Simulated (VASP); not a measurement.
Sn2C:

```
CELL_PARAMETERS angstrom
3.50300 0.00000 0.00000
0.00000 3.50300 0.00000
0.00000 0.00000 10.29000
ATOMIC_POSITIONS crystal
Sn 0.50000 0.00000 0.86948
Sn 0.00000 0.50000 0.13052
Sn 0.50000 0.00000 0.36948
Sn 0.00000 0.50000 0.63052
C 0.00000 0.00000 0.00000
C 0.50000 0.50000 0.50000
```

The cell was built by a generator and needn't be a form met in nature.

| Quantity | Value |
| --- | --- |
| Program | VASP 6.6.1 |
| Task | relaxation of cell and atoms |
| Functional | PBE |
| Potentials or basis | VASP PAW PBE potentials, release 64 (Sn_d, C) |
| Cutoff | 520 eV |
| k mesh | 8 × 8 × 4 |
| Occupations | gaussian, width 0.1 eV |
| Spin | no spin polarisation |

At the start: pressure 0.2 GPa; volume 21.04 Å³/atom.

Question: Where does the relaxation end?

Answer: Over 7 steps the energy falls by 2.0 meV/atom and the volume is 20.83 Å³/atom (-1.0 %); space group P4_2/nmc (No. 137, to 0.05 Å).

The path:
| step | energy change (eV) | largest force (eV/Å) | pressure (GPa) | volume (Å³) |
| --- | --- | --- | --- | --- |
| 1 | 0.0000 | 0.1269 | 0.25 | 126.27 |
| 2 | -0.0062 | 0.0589 | -0.32 | 126.86 |
| 3 | -0.0070 | 0.0278 | -0.59 | 127.13 |
| 4 | -0.0106 | 0.0667 | -0.13 | 125.98 |
| 5 | -0.0107 | 0.0767 | -0.03 | 125.65 |
| 6 | -0.0121 | 0.0236 | 0.03 | 125.19 |
| 7 | -0.0121 | 0.0043 | 0.03 | 124.96 |

Final structure:
```yaml
crystal:
  lattice:
    - [3.51507, 0.00000, 0.00000]
    - [0.00000, 3.51507, 0.00000]
    - [0.00000, 0.00000, 10.11370]
  atoms:
    - { symbol: Sn, position: [0.50000, 0.00000, 0.86701] }
    - { symbol: Sn, position: [0.00000, 0.50000, 0.13299] }
    - { symbol: Sn, position: [0.50000, 0.00000, 0.36701] }
    - { symbol: Sn, position: [0.00000, 0.50000, 0.63299] }
    - { symbol: C, position: [0.00000, 0.00000, 0.00000] }
    - { symbol: C, position: [0.50000, 0.50000, 0.50000] }
```
